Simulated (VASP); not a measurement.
OSZICAR of a VASP run on SrVO3 (cubic perovskite):

File OSZICAR:
```
       N       E                     dE             d eps       ncg     rms          rms(c)
DAV:   1     0.456693023622E+03    0.45669E+03   -0.24163E+04  1688   0.179E+03
DAV:   2    -0.182678459709E+02   -0.47496E+03   -0.47047E+03  2112   0.488E+02
DAV:   3    -0.469542394280E+02   -0.28686E+02   -0.28170E+02  1776   0.127E+02
DAV:   4    -0.478752643980E+02   -0.92102E+00   -0.91902E+00  2928   0.201E+01
DAV:   5    -0.478843303770E+02   -0.90660E-02   -0.90401E-02  1968   0.160E+00    0.381E+01
DAV:   6    -0.390989422747E+02    0.87854E+01   -0.96733E+01  2272   0.742E+01    0.184E+01
DAV:   7    -0.381305267721E+02    0.96842E+00   -0.33340E+01  1952   0.513E+01    0.171E+01
DAV:   8    -0.374266941527E+02    0.70383E+00   -0.32402E+00  1896   0.163E+01    0.468E+00
DAV:   9    -0.374540474589E+02   -0.27353E-01   -0.51356E-01  2208   0.529E+00    0.203E+00
DAV:  10    -0.374368617829E+02    0.17186E-01   -0.33555E-01  1880   0.536E+00    0.904E-01
DAV:  11    -0.374303971298E+02    0.64647E-02   -0.68027E-02  1816   0.226E+00    0.386E-01
DAV:  12    -0.374295891396E+02    0.80799E-03   -0.61979E-03  1968   0.746E-01    0.744E-02
DAV:  13    -0.374296124171E+02   -0.23278E-04   -0.32855E-04  2072   0.147E-01    0.180E-02
DAV:  14    -0.374296179251E+02   -0.55080E-05   -0.70025E-05  2064   0.566E-02    0.273E-02
DAV:  15    -0.374296156550E+02    0.22701E-05   -0.33807E-05  1872   0.528E-02    0.737E-03
DAV:  16    -0.374296158259E+02   -0.17084E-06   -0.22408E-06  1888   0.133E-02    0.246E-03
DAV:  17    -0.374296158181E+02    0.77589E-08   -0.22302E-07  1504   0.359E-03
   1 F= -.37429616E+02 E0= -.37428869E+02  d E =-.223937E-02
```

Q: Which electronic solver shows in the log?

A: It is blocked Davidson (ALGO = Normal, or the opening steps of other solvers). The INCAR had ALGO = Normal.

Q: How was spin treated?

A: Without spin polarisation: there is no mag entry.

Q: Can the final energy be trusted as converged?

A: Self-consistency was reached. It stopped with EDIFF = 1E-7, NELM = 100 (revPBE GGA, plane waves, VASP's PBE PAW potentials (set 64)).

The compound is SrVO3 in the cubic perovskite structure. This cell is one point of a volume scan, at 0.97 of the reference volume. The run is not spin-polarised, so no magnetic state was tried. The electron count is odd and the run is not spin-polarised, which forces a metal.
